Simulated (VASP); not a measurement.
Input for VASP

KPOINTS:
```
Automatic mesh
0
Gamma
12 12 12
0 0 0
```

**POSCAR**
```
GaAs
1.0
  0.0000000000   2.5701571122   2.5701571122
  2.5701571122   0.0000000000   2.5701571122
  2.5701571122   2.5701571122   0.0000000000
Ga As
1 1
Direct
  0.0000000000   0.0000000000   0.0000000000
  0.5000000000   0.5000000000   0.5000000000
```

INCAR:
```
SYSTEM = GaAs
PREC = Accurate
ENCUT = 500
EDIFF = 1E-6
NELM = 100
ALGO = Normal
LREAL = .FALSE.
LASPH = .TRUE.
ISMEAR = 1
SIGMA = 0.1
GGA = PS
LMAXMIX = 4
LWAVE = .FALSE.
LCHARG = .FALSE.
IBRION = 2
ISIF = 3
NSW = 40
EDIFFG = -0.02
PSTRESS = 200
```

POTCAR, in this order: Ga_d As (PBE.64 set). Program: vasp_std.

### Question
Translate this PBEsol calculation to Ansatz.

### Answer
One equivalent input (not run):
Ansatz 0.2 input:
```yaml
crystal:
  lattice:
    - [0.0000000, 2.5701571, 2.5701571]
    - [2.5701571, 0.0000000, 2.5701571]
    - [2.5701571, 2.5701571, 0.0000000]
  atoms:
    - { symbol: Ga, position: [0.0000000, 0.0000000, 0.0000000] }
    - { symbol: As, position: [0.5000000, 0.5000000, 0.5000000] }
kpoints:
  mp_grid: { grid: [12, 12, 12] }
hamiltonian:
  xc: pbesol
  pseudopotentials: { kind: paw }
scf:
  occupations: { method: methfessel_paxton, width: 0.1 }
  max_iter: 100
relax:
  max_steps: 40
  f_tol: 0.02
  cell: { p_target: 20 }
output: { forces: true, stress: true, eigenvalues: true }
```
Limits of the translation: each code has its own PAW files, so the cut-off isn't converted (ENCUT is set for VASP's; basis.ecutwfc is left out, and Ansatz then takes the one that its files recommend); Ansatz stops its SCF on the density residual and VASP on the energy change (EDIFF).

The structure was generated: GaAs was put into the rock salt type (Fm-3m), which need not be its known phase. This run relaxes it under an external pressure of 20 GPa. Symmetry was kept, so distortions that lower it aren't found.
